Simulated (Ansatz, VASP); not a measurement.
# Cross-check of Zr (Zr(0001) monolayer) between VASP and Ansatz

One calculation is typed for both programs; each brings its own data sets. How far apart do they land? The cell is taken from a series of runs on this material, whose earlier steps may have relaxed, scaled, displaced or heated it; both programs get it as it stands.

Method: plane waves, with VASP 6.6.1 beside it; single point at PBE, in Ansatz 0.2.0.

## (1) Set-up

The cell holds 1 atom: 1 Zr. Cell: a = 3.230 Å, b = 3.230 Å, c = 18.000 Å, α = 90.0°, β = 90.0°, γ = 60.0°. Vacuum lies along c.

## (2) VASP: single point, PBE, pair 1

With cell and atoms fixed, the geometry can't cause a difference; cores, projectors, grids and the points listed under the comparison can.

Lines of VASP's logs that name or quote its potential files are left out, and so is its time.

The input, INCAR:

```
SYSTEM = Zr
PREC = Accurate
ENCUT = 400
EDIFF = 1E-06
NELM = 120
ISMEAR = -1
SIGMA = 0.1
LREAL = .FALSE.
ALGO = Normal
GGA = PE
NBANDS = 12
LASPH = .TRUE.
LORBIT = 11
LWAVE = .FALSE.
LCHARG = .FALSE.
ISIF = 2
LDIPOL = .TRUE.
IDIPOL = 3
DIPOL = 0.5 0.5 0.5
LVHAR = .TRUE.
GGA_COMPAT = .FALSE.
NELMDL = -8
KPAR = 2
```

The input, POSCAR:

```
Zr
1.0
    3.2300000000      0.0000000000      0.0000000000
    1.6150000000      2.7972620542      0.0000000000
    0.0000000000      0.0000000000     18.0000000000
Zr
1
Direct
    0.6666666667      0.6666666667      0.5000000000
```

The input, KPOINTS:

```
Automatic mesh
0
Gamma
15 15 1
0 0 0
```

PAW data sets: Zr_sv (PBE family, release 64).

The run is started by

```console
$ mpirun -np 2 vasp_std
```

Numbers of over 12 decimals in the logs are rounded to 6 here.

Output:

```text
[banner, memory and clock lines left out]
running    2 mpi-ranks, on    1 nodes
 distrk:  each k-point on    1 cores,    2 groups
 distr:  one band on    1 cores,    1 groups

 POSCAR found type information on POSCAR Zr
 POSCAR found :  1 types and       1 ions
 LDA part: xc-table for (Slater+PW92), standard interpolation
 POSCAR, INCAR and KPOINTS ok, starting setup
 FFT: planning ... GRIDC
 FFT: planning ... GRID_SOFT
 FFT: planning ... GRID
 WAVECAR not read
 entering main loop
       N       E                     dE             d eps       ncg     rms          rms(c)
DAV:   1     0.310820723651E+02    0.31082E+02   -0.57299E+03  1024   0.607E+02
DAV:   2    -0.295249534176E+01   -0.34035E+02   -0.33299E+02   932   0.148E+02
DAV:   3    -0.672492113849E+01   -0.37724E+01   -0.37028E+01  1128   0.291E+01
DAV:   4    -0.682385177077E+01   -0.98931E-01   -0.98527E-01   844   0.521E+00
DAV:   5    -0.682693103539E+01   -0.30793E-02   -0.30785E-02   920   0.757E-01
DAV:   6    -0.682697386469E+01   -0.42829E-04   -0.42828E-04   836   0.828E-02
DAV:   7    -0.682697468574E+01   -0.82105E-06   -0.82080E-06   908   0.109E-02
DAV:   8    -0.682697469444E+01   -0.86968E-08   -0.89498E-08   596   0.144E-03    0.612E+00
DAV:   9    -0.648888770439E+01    0.33809E+00   -0.40455E-01   680   0.486E+00    0.242E+00
DAV:  10    -0.642036841135E+01    0.68519E-01   -0.21516E-01   720   0.338E+00    0.709E-01
DAV:  11    -0.642339721850E+01   -0.30288E-02   -0.14976E-02   816   0.996E-01    0.135E-01
DAV:  12    -0.642289073600E+01    0.50648E-03   -0.10375E-03   892   0.219E-01    0.707E-02
DAV:  13    -0.642283275191E+01    0.57984E-04   -0.46118E-04   808   0.982E-02    0.316E-02
DAV:  14    -0.642297323522E+01   -0.14048E-03   -0.14882E-04   916   0.691E-02    0.165E-02
DAV:  15    -0.642309132368E+01   -0.11809E-03   -0.84116E-05   884   0.378E-02    0.134E-02
DAV:  16    -0.642334281500E+01   -0.25149E-03   -0.64685E-05   692   0.335E-02    0.825E-03
DAV:  17    -0.642339970358E+01   -0.56889E-04   -0.51526E-06   708   0.152E-02    0.392E-03
DAV:  18    -0.642343509987E+01   -0.35396E-04   -0.17659E-05   712   0.102E-02    0.371E-03
DAV:  19    -0.642345486927E+01   -0.19769E-04   -0.56156E-06   876   0.655E-03    0.181E-03
DAV:  20    -0.642347336896E+01   -0.18500E-04   -0.11307E-06   756   0.323E-03    0.855E-04
DAV:  21    -0.642350199557E+01   -0.28627E-04   -0.62720E-06   668   0.443E-03    0.590E-04
DAV:  22    -0.642350303707E+01   -0.10415E-05   -0.13523E-07   640   0.128E-03    0.393E-04
DAV:  23    -0.642350389314E+01   -0.85607E-06   -0.45830E-08   512   0.684E-04
   1 F= -.64235039E+01 E0= -.63687886E+01  d E =-.109431E+00
```

From OUTCAR (step 2):

```text
ion  position               nearest neighbor table
   1  0.667  0.667  0.500-

  LATTYP: Found a hexagonal cell.
 ALAT       =     3.2300000000
 C/A-ratio  =     5.5727554180

 Subroutine GETGRP returns: Found 24 space group operations
 (whereof 12 operations were pure point group operations)

The static configuration has the point symmetry D_3h.
 The point group associated with its full space group is D_6h.

 Found     27 irreducible k-points:

   k-points           NKPTS =     27   k-points in BZ     NKDIM =     27   number of bands    NBANDS=     12

   dimension x,y,z NGX =    24 NGY =   24 NGZ =  120
   dimension x,y,z NGXF=    48 NGYF=   48 NGZF=  240

   ENCUT  =  400.0 eV  29.40 Ry    5.42 a.u.   5.27  5.27 29.35*2*pi/ulx,y,z

   NELECT =      12.0000    total number of electrons

 k-points in reciprocal lattice and weights: Automatic mesh
   0.00000000  0.00000000  0.00000000       0.004
   0.06666667 -0.00000000  0.00000000       0.027
   0.13333333 -0.00000000  0.00000000       0.027
   0.20000000  0.00000000  0.00000000       0.027
   0.26666667 -0.00000000  0.00000000       0.027
   0.33333333 -0.00000000  0.00000000       0.027
   0.40000000 -0.00000000  0.00000000       0.027
   0.46666667 -0.00000000  0.00000000       0.027
   0.13333333  0.06666667  0.00000000       0.027
[...]
-0.40000000  0.26666667  0.00000000       0.053
  -0.33333333  0.33333333  0.00000000       0.009

 dipolmoment           0.000000      0.000000     -0.000000 electrons x Angstroem

 average (electrostatic) potential at core
       1 -86.1409

 E-fermi :  -1.9726

 k-point     1 :       0.0000    0.0000    0.0000
  band No.  band energies     occupation
    ...
      2     -29.4064      2.00000
      3     -28.7892      2.00000
      4     -28.7892      2.00000
      5      -5.7677      2.00000
      6      -2.1241      1.63965
      7      -1.5308      0.02383
      8      -0.8280      0.00002
      9      -0.8280      0.00002
     10       1.2258      0.00000
     11       1.2258      0.00000
    ...

 k-point     2 :       0.0667   -0.0000    0.0000
  band No.  band energies     occupation
    ...
      2     -29.4023      2.00000
      3     -28.8188      2.00000
      4     -28.7960      2.00000
      5      -5.6364      2.00000
      6      -2.0602      1.41212
      7      -1.5698      0.03499
      8      -0.9517      0.00007
      9      -0.7176      0.00001
     10       1.1632      0.00000
     11       1.1888      0.00000
    ...

 k-point     3 :       0.1333   -0.0000    0.0000
  band No.  band energies     occupation
    ...
      2     -29.3909      2.00000
      3     -28.9013      2.00000
      4     -28.8150      2.00000
      5      -5.2606      2.00000
      6      -1.8827      0.57840
      7      -1.6960      0.11836
      8      -1.2483      0.00143
      9      -0.3923      0.00000
     10       1.0867      0.00000
     11       1.1259      0.00000
    ...

  Total       -2.9500542     -2.9500542     -0.0352238      0.0000000      0.0000000     -0.0000000
  in kB      -29.0624612    -29.0624612     -0.3470070      0.0000000      0.0000000     -0.0000000
  external PRESSURE =     -19.4906431 kB  Pullay stress =       0.0000000 kB

  energy-cutoff  :      400.00
  volume of cell :      162.63
      direct lattice vectors                 reciprocal lattice vectors
     3.230000000  0.000000000  0.000000000     0.309597523 -0.178746213  0.000000000
     1.615000000  2.797262054  0.000000000     0.000000000  0.357492427  0.000000000
     0.000000000  0.000000000 18.000000000     0.000000000  0.000000000  0.055555556

 POSITION                                       TOTAL-FORCE (eV/Angst)
 -----------------------------------------------------------------------------------
      3.23000      1.86484      9.00000        -0.000000     -0.000000      0.000000
 -----------------------------------------------------------------------------------
    total drift:                               -0.000000     -0.000000      0.000000

  FREE ENERGIE OF THE ION-ELECTRON SYSTEM (eV)
  ---------------------------------------------------
  free  energy   TOTEN  =        -6.4235038931 eV

  energy  without entropy=       -6.3140733065  energy(sigma->0) =       -6.36878860

 vacuum level on the upper side and lower side of the slab         2.013         2.013

 total charge
# of ion       s       p       d       tot
------------------------------------------
    1        2.213   5.911   1.597   9.722

[... 3 further parts left out ...]
```

## (3) Ansatz: single point, PBE, pair 1

Ansatz runs on its default PAW (the set named soft_2) files.

The same cell, functional, mesh and smearing now go to Ansatz, which takes its cutoff from its data sets.

The input, input.yaml:

```yaml
crystal:
  lattice:
    - [3.23, 0.0, 0.0]
    - [1.615, 2.7972620542, 0.0]
    - [0.0, 0.0, 18.0]
  atoms:
    - { symbol: Zr, position: [0.6666666667, 0.6666666667, 0.5] }
kpoints:
  mp_grid: { grid: [15, 15, 1] }
hamiltonian:
  xc: pbe
scf:
  occupations: { method: fermi_dirac, width: 0.1 }
  convergence: { dr2_threshold: 1.0e-09 }
efield:
  axis: 3
  dipole_correction: true
  ramp_position: 0.97
  ramp_width: 0.06
output:
  write_potential: true
  write_density: true
  volumetric_format: npy
  elf: true
```

The run is started by

```console
$ ansatz run input.yaml --threads 2 --pin off --max-ram 3072MiB --backend cpu --events-out ev --progress --plain --runs-dir out
```

Output:

```text
Engine: ansatz 0.2.0, x86_64-unknown-linux-gnu
Pseudopotentials: kind: paw
Pseudopotential: Zr, paw, valence charge 12, recommended cutoff 420 eV (normal), Zr.paw.azcp
Functional definition: PBE
  parameter kappa = 0.804
  parameter beta = 0.066725
  exchange = pbe_x(kappa = kappa, mu = beta*pi^2/3)
  correlation = pbe_c(beta = beta)
Crystal: 1 atoms, lattice volume = 162.633 Å³
Basis set: ecut = 420 eV, 3229 PW (Γ)
Bands: 10, of which v1, the nominal top of the filled ones, is band 6 counted from 1 (5 counted from 0)
Symmetry: 12 space group operations
k-points: 27 of 225
Non-local potential: Zr, projectors of the file, l = 0: 3, l = 1: 2, l = 2: 2, l = 3: 2
PAW form: soft (Blöchl's): semilocal exchange-correlation on the pseudo side does not see the compensation charge
PAW one-centre angular grid: Zr, 590 points (default); XC on 64 Gauss nodes
Initial density: superposition of atomic densities (neutral atoms: chi_scale 0, normalization atom), corrected by the library's trained network
Initial wavefunctions: pseudopotential atomic-orbital guess
Functional: x = pbe(κ = 0.804, μ = 0.219515), c = pbe(β = 0.066725)
SCF iter   1: F=—  HF=-4181.745859 eV  |F-HF|=—  |Δ(HF+E_count)|=         —  Δρ=5.15e-3  dr2=6.59e-2  ethr=1.77e-3  p=0.000 e·Å  D=4.43e-15 V/Å  ΔV_dip=-0.00 eV  dr2_dipole=5.37e-13  V_vac-E_F(+/−)=3.83/3.83 eV  ⟨swp⟩=4.6  Hψ=1677  notcnv=0
efield: sawtooth ramp at fractional position 0.9700 (set: `efield.ramp_position`, or a place that a band, a saddle search or an elastic batch's reference lends), width 0.0600; the density the first Hamiltonian is built on has a dipole p = 0.000 e·Å; the dipole correction subtracts the counter field D = 4.43e-15 V/Å, which shifts the + side's vacuum level by -0.00 eV against the − side's; the planar-averaged density in the ramp window peaks in size at 1.5e-5 e/Å³
preconditioner: auto → LDOS  [metal: Δε(μ)=0.036 eV  Ē_g=3.004 eV  σ=0.100 eV  W_gap=0.09  n_scr=10 (ndim 8)  ℏωp=5.8 eV  f_vac=0.698  D(μ)=3.34/eV (n_scr^D=10)  β→1.0]
SCF iter   2: F=—  HF=-4181.734513 eV  |F-HF|=—  |Δ(HF+E_count)|=   1.13e-2  Δρ=2.76e-3  dr2=9.51e-3  ethr=5.49e-4  p=-0.000 e·Å  D=-5.12e-8 V/Å  ΔV_dip=0.00 eV  dr2_dipole=2.47e-13  V_vac-E_F(+/−)=3.99/3.99 eV  ⟨swp⟩=2.9  Hψ=695  notcnv=0
SCF iter   3: F=—  HF=-4181.734336 eV  |F-HF|=—  |Δ(HF+E_count)|=   1.77e-4  Δρ=6.20e-4  dr2=7.93e-4  ethr=7.93e-5  p=-0.000 e·Å  D=-3.36e-8 V/Å  ΔV_dip=0.00 eV  dr2_dipole=6.00e-14  V_vac-E_F(+/−)=3.97/3.97 eV  ⟨swp⟩=2.7  Hψ=462  notcnv=0
SCF iter   4: F=—  HF=-4181.734502 eV  |F-HF|=—  |Δ(HF+E_count)|=   1.65e-4  Δρ=1.39e-4  dr2=2.89e-5  ethr=6.61e-6  p=-0.000 e·Å  D=-1.66e-8 V/Å  ΔV_dip=0.00 eV  dr2_dipole=1.41e-14  V_vac-E_F(+/−)=3.98/3.98 eV  ⟨swp⟩=1.6  Hψ=305  notcnv=0
SCF iter   5: F=—  HF=-4181.734522 eV  |F-HF|=—  |Δ(HF+E_count)|=   2.05e-5  Δρ=1.55e-5  dr2=3.23e-7  ethr=2.41e-7  p=-0.000 e·Å  D=-9.15e-9 V/Å  ΔV_dip=0.00 eV  dr2_dipole=2.83e-14  V_vac-E_F(+/−)=3.98/3.98 eV  ⟨swp⟩=2.1  Hψ=355  notcnv=0
SCF iter   6: F=—  HF=-4181.734461 eV  |F-HF|=—  |Δ(HF+E_count)|=   6.13e-5  Δρ=3.48e-6  dr2=2.06e-8  ethr=2.69e-9  p=0.000 e·Å  D=7.24e-9 V/Å  ΔV_dip=-0.00 eV  dr2_dipole=3.74e-15  V_vac-E_F(+/−)=3.98/3.98 eV  ⟨swp⟩=2.8  Hψ=476  notcnv=0
SCF iter   7: F=—  HF=-4181.734461 eV  |F-HF|=—  |Δ(HF+E_count)|=   9.22e-8  Δρ=8.75e-7  dr2=3.42e-9  ethr=1.72e-10  p=0.000 e·Å  D=9.49e-9 V/Å  ΔV_dip=-0.00 eV  dr2_dipole=2.61e-14  V_vac-E_F(+/−)=3.98/3.98 eV  ⟨swp⟩=3.0  Hψ=476  notcnv=0
SCF iter   8: F=-4181.734461 eV  HF=-4181.734461 eV  |F-HF|=4.02e-10  |Δ(HF+E_count)|=   2.84e-9  Δρ=1.94e-7  dr2=1.88e-10  ethr=8.33e-12  p=-0.000 e·Å  D=-6.91e-9 V/Å  ΔV_dip=0.00 eV  dr2_dipole=5.65e-14  V_vac-E_F(+/−)=3.98/3.98 eV  ⟨swp⟩=2.8  Hψ=743  notcnv=0
SCF 1 converged in 8 iterations: F = -4181.734461 eV  dr2 = 1.88e-10
  greatest PAW one-centre occupation: 0.996 electrons in one spin orbital (limit 2), on the Zr atom at site 0 (counted from 0), in its partial waves of l = 0
WARN: The output density's exchange-correlation potential varies sharply where the density is thin. Do not read a vacuum level from v_tot or v_xc, or from such a field of the output density. On a cell that repeats whose density bears no net charge and no dipole along the vacuum's axis use v_es (v_loc + v_h of the components); under efield.dipole_correction with no amplitude use v_es + v_field, which holds any externa [...]
SCF converged after 8 iterations
Free energy (F): -4181.734461 eV
Harris-Foulkes:  -4181.734461 eV  (|F-HF|=4.02e-10)
Internal energy: -4181.625016 eV  (E = F + TS)
E sigma→0 (E₀):  -4181.679738 eV
Entropy (-TS):   -0.109445 eV (-109.445 meV/atom)
Fermi energy:    -1.255030 eV
Dipole field:    D = 0.000000 V/Å  (p = 0.000000 e·Å, saw-weighted, corrected)
Work function:   Φ+ = 3.9846 eV   Φ− = 3.9847 eV
Levels:          The Fermi level and band energies are counted from a zero that moves with the ramp; work functions are not
--- Per-component energies (eV) ---
  E_band       = -280.647420
  E_kinetic    = 328.010973
  E_local      = -4155.399649  (includes V_loc(G=0)·N_el)
  E_nonlocal   = 81.759180
  E_hartree    = 1866.053375
  E_xc         = -158.300669
  E_vxc        = -186.399748  (∫ρ·V_xc dr)
  E_paw        = -2954.278267  (= ΣΔE_a)
  E_vpaw       = -80.725855  (= ΣTr[D̂ρ^β])
  E_aug_tail   = 0.000025  (compensation charges beyond the density's cutoff)
  E_efield     = 0.000000  (sawtooth field / dipole correction)
  E_vefield    = 0.000000  (∫n·V_field dr)
  E_ewald      = 810.530015
  E_smearing   = -0.109445  (= −TS)
  E_closure    = 0.000000  (closes the sum)
  Σ components = -4181.734461   (vs F -4181.734461, Δ=0.00e0)
--- Band table (eV; the first three rows and the last of 27) ---
  k-point 0: bands = ["-50.4996", "-28.6766", "-28.0650", "-28.0650", "-5.0463", "-1.4059", "-0.8128", "-0.1119", "-0.1119", "1.9441"]
  k-point 1: bands = ["-50.4961", "-28.6725", "-28.0945", "-28.0717", "-4.9149", "-1.3420", "-0.8518", "-0.2357", "-0.0015", "1.8809"]
  k-point 2: bands = ["-50.4862", "-28.6610", "-28.1771", "-28.0907", "-4.5391", "-1.1645", "-0.9780", "-0.5322", "0.3238", "1.8050"]
  k-point 26: bands = ["-50.4081", "-28.5697", "-28.5219", "-28.5219", "-1.1591", "-1.1591", "-0.9562", "-0.9562", "0.6805", "5.1714"]
```

The column dr2 measures how far the density is from self-consistency, as an energy; F and HF (Harris–Foulkes) agree once it is small.

## (4) Comparison

Known differences besides the potentials themselves: the cutoff is 420 eV in Ansatz and 400 eV in VASP. Total energies have different zeros and are not compared.

The two programs side by side:

```tsv
quantity	Ansatz	VASP	difference
work function, lower of the two faces (eV)	3.98	3.99	0.00
work function, higher of the two faces (eV)	3.98	3.99	0.00
```

With vacuum in the cell, a pressure given here is an average over mostly empty space and none of the material.

## (5) VASP: single point, PBE, pair 2

With cell and atoms fixed, the geometry can't cause a difference; cores, projectors, grids and the points listed under the comparison can. This pair takes another cell of the material, with 2 atoms against 1 for the pair before.

Changes to INCAR since step 2:

```diff
@@ -10,3 +10,3 @@
 GGA = PE
-NBANDS = 12
+NBANDS = 18
 LASPH = .TRUE.
```

The input, POSCAR:

```
Zr
1.0
    3.2300000000      0.0000000000      0.0000000000
    1.6150000000      2.7972620542      0.0000000000
    0.0000000000      0.0000000000     20.5726950000
Zr
2
Direct
    0.6666666666      0.6666666666      0.4374730681
    1.0000000000      1.0000000000      0.5625269319
```

KPOINTS is that of step 2.

The run is started by

```console
$ mpirun -np 2 vasp_std
```

Output:

```text
[banner, memory and clock lines left out]
running    2 mpi-ranks, on    1 nodes
[...]
LDA part: xc-table for (Slater+PW92), standard interpolation
 POSCAR, INCAR and KPOINTS ok, starting setup
[...]
entering main loop
       N       E                     dE             d eps       ncg     rms          rms(c)
DAV:   1     0.148756808729E+03    0.14876E+03   -0.11387E+04  1316   0.896E+02
DAV:   2    -0.711527127917E+00   -0.14947E+03   -0.14782E+03  1318   0.269E+02
DAV:   3    -0.159624510827E+02   -0.15251E+02   -0.15046E+02  1690   0.535E+01
DAV:   4    -0.166708679240E+02   -0.70842E+00   -0.70399E+00  1338   0.114E+01
[...]
DAV:  23    -0.152618582986E+02   -0.30046E-05   -0.13144E-07   696   0.632E-04    0.105E-04
DAV:  24    -0.152618598681E+02   -0.15695E-05   -0.13679E-07   720   0.568E-04    0.788E-05
DAV:  25    -0.152618599236E+02   -0.55541E-07   -0.30266E-09   526   0.172E-04
   1 F= -.15261860E+02 E0= -.15188518E+02  d E =-.146684E+00
```

From OUTCAR (step 5):

```text
  Total       -2.1539172     -2.1539172     -2.2169523      0.0000000      0.0000000      0.0000000
  in kB      -18.5657598    -18.5657598    -19.1090925      0.0000000      0.0000000      0.0000000
  external PRESSURE =     -18.7468707 kB  Pullay stress =       0.0000000 kB

 POSITION                                       TOTAL-FORCE (eV/Angst)
 -----------------------------------------------------------------------------------
      3.23000      1.86484      9.00000         0.000000      0.000000      0.831126
      0.00000      0.00000     11.57269        -0.000000     -0.000000     -0.831126
 -----------------------------------------------------------------------------------
    total drift:                                0.000001      0.000000     -0.000000

  FREE ENERGIE OF THE ION-ELECTRON SYSTEM (eV)
  ---------------------------------------------------
  free  energy   TOTEN  =       -15.2618599236 eV

  energy  without entropy=      -15.1151755955  energy(sigma->0) =      -15.18851776

[... 3 further parts left out ...]
[key lines of the parts left out:]
E-fermi :  -0.7528
```

## (6) Ansatz: single point, PBE, pair 2

The same cell, functional, mesh and smearing now go to Ansatz, which takes its cutoff from its data sets.

The cell is taken from a series of runs on this material, whose earlier steps may have relaxed, scaled, displaced or heated it; both programs get it as it stands.

input.yaml, the sections that differ from step 3:

```yaml
crystal:
  lattice:
    - [3.23, 0.0, 0.0]
    - [1.615, 2.7972620542, 0.0]
    - [0.0, 0.0, 20.572695]
  atoms:
    - { symbol: Zr, position: [0.6666666667, 0.6666666667, 0.4374730681] }
    - { symbol: Zr, position: [0.0, 0.0, 0.5625269319] }
output:
  write_potential: true
  write_density: true
  volumetric_format: npy
# kpoints, hamiltonian, scf, efield: as in step 3
```

The run is started by

```console
$ ansatz run input.yaml --threads 2 --pin off --max-ram 3072MiB --backend cpu --events-out ev --progress --plain --runs-dir out
```

Output:

```text
[...]
Crystal: 2 atoms, lattice volume = 185.878 Å³
Basis set: ecut = 420 eV, 3693 PW (Γ)
Bands: 16, of which v1, the nominal top of the filled ones, is band 12 counted from 1 (11 counted from 0)
Symmetry: 6 space group operations
k-points: 27 of 225 (time reversal used)
[...]
k-point 0: bands = [... 8 lower, -4.1724, -2.7713, 0.3490, 0.7744, 1.2687, 1.3918, 1.3918, 1.6156]
  k-point 1: bands = [... 8 lower, -4.0488, -2.6440, 0.3260, 0.7988, 1.1244, 1.3227, 1.4978, 1.5475]
  k-point 2: bands = [... 8 lower, -3.6964, -2.2861, 0.2222, 0.6440, 0.9041, 1.2318, 1.4443, 1.7958]
  k-point 26: bands = [... 8 lower, -0.9272, -0.3140, -0.3140, 0.4733, 0.7307, 0.7307, 0.8159, 3.0959]
[key lines of the parts left out:]
SCF converged after 8 iterations
Free energy (F): -8365.885555 eV
Fermi energy:    0.503258 eV
Dipole field:    D = -0.000000 V/Å  (p = -0.000000 e·Å, saw-weighted, corrected)
Work function:   Φ+ = 4.2170 eV   Φ− = 4.2170 eV
```

[end of part 1 of 2]

[Lines on the potential files, build, host, timing and source positions are cut from VASP's logs without a mark.]

[Logs are printed without paths, hosts, clocks, repeated set-up lines and the standing remarks that a program may print on its own settings, such as how far it seeks lower states.]

[Hosts, paths, dates, database ids (printed as entryN), source tags and the programs' standing remarks are cut or masked in the printed files.]
